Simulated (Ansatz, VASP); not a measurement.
Mg2BeSeO2 in VASP and in Ansatz

```
Mg Be Se O
1.0
     3.50497    0.00000    0.00000
     0.00000    3.50497    0.00000
     0.00000    0.00000    5.87421
Mg Be Se O
2 1 1 2
Direct
  0.00000 0.00000 0.77480
  0.00000 0.00000 0.22520
  0.50000 0.50000 0.00000
  0.50000 0.50000 0.50000
  0.00000 0.50000 0.00000
  0.50000 0.00000 0.00000
```

Alike in both runs: task relaxation of cell and atoms; functional PBE; k mesh 6 × 6 × 4; occupations gaussian, width 0.1 eV; no spin polarisation.

```csv
,VASP,Ansatz
version,VASP 6.6.1,Ansatz 0.2.0
potentials or method,"VASP PAW PBE potentials, release 64 (Mg, Be, Se, O)","scalar-relativistic, plane waves, PAW"
plane-wave cutoff (eV),600,420
valence electrons in the cell,24,50
```

```tsv
	VASP	Ansatz	Ansatz less VASP
gap on the k mesh at the Fermi level, each at its own relaxed structure (eV)	none	none	-
relaxed volume (Å³/atom)	12.03	12.03	0.000
relaxed cell length with the largest relative difference (Å)	5.874	5.874	0.0000
```

A gap of «none» marks a metal or a gap that the smearing closes. The two sets of potentials don't hold the same shells in valence.

Caveats: the relaxation stopped at its first step, so nothing moved.
